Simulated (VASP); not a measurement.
Set up this calculation in VASP 6.6.1, as the native input.

```
Task                   : relaxation of cell and atoms
Functional             : r2SCAN
Potentials or basis    : VASP PAW PBE potentials, release 64 (Sr_sv, O)
Cutoff                 : 600 eV
k mesh                 : 10 × 10 × 10
Occupations            : gaussian, width 0.02 eV
Spin                   : no spin polarisation
Further INCAR settings : ALGO = Normal; EDIFF = 1e-07; IBRION = 2; EDIFFG = -0.005; NSW = 40; ISIF = 3
```

The structure of SrO lies in POSCAR:

```
SrO
1.0
    0.0000000000      2.5650000000      2.5650000000
    2.5650000000      0.0000000000      2.5650000000
    2.5650000000      2.5650000000      0.0000000000
Sr O
1 1
Direct
    0.0000000000      0.0000000000      0.0000000000
    0.5000000000      0.5000000000      0.5000000000
```

The cell was built by a generator and needn't be a form met in nature.

One way to write it, as run:

INCAR

```
SYSTEM = SrO
PREC     = Accurate       ! precision mode
ENCUT    = 600            ! plane-wave cutoff, eV
EDIFF    = 1E-7           ! SCF threshold, eV
ISMEAR   = 0              ! smearing method
SIGMA    = 0.02           ! smearing width, eV
LREAL    = .FALSE.        ! projectors in reciprocal space
LASPH    = .TRUE.         ! aspherical terms in the spheres
NELM     = 120            ! most SCF steps
ALGO     = Normal         ! electronic algorithm
ISIF     = 3              ! what is computed and relaxed
LWAVE    = .FALSE.        ! write WAVECAR
LCHARG   = .FALSE.        ! write CHGCAR
METAGGA  = R2SCAN         ! meta-GGA
LMIXTAU  = .TRUE.       
IBRION   = 2              ! ionic algorithm
NSW      = 40             ! ionic steps
EDIFFG   = -0.005         ! ionic threshold
```

KPOINTS

```
Automatic mesh
0
G
  10 10 10
  0 0 0
```

Potentials or basis: VASP PAW PBE potentials, release 64 (Sr_sv, O).

Launch:

```sh
$ cat potpaw_PBE.64/Sr_sv/POTCAR potpaw_PBE.64/O/POTCAR > POTCAR
$ mpirun -np 1 vasp_std > vasp.out
```

It gave:

* Relaxed volume: 17.25 Å³/atom
* Relaxed cell: a = 3.654 Å, b = 3.654 Å, c = 3.654 Å, α = 60.00°, β = 60.00°, γ = 60.00°
* Space group after relaxing (to 0.05 Å): Fm-3m (No. 225)
* Energy gained by relaxing: 2.5 meV/atom
* Ionic steps: 3
* Pressure after relaxing: 0.0 GPa
* Band gap on the k mesh: 3.75 eV, indirect (least direct gap 3.85 eV)

Caveat: the PAW data sets were made with another functional, which shifts forces and pressure a little.

It took 4.2 min on 1 thread of Intel(R) Xeon(R) Platinum 8488C (Sapphire Rapids), on a shared host, peak memory 0.19 GiB.
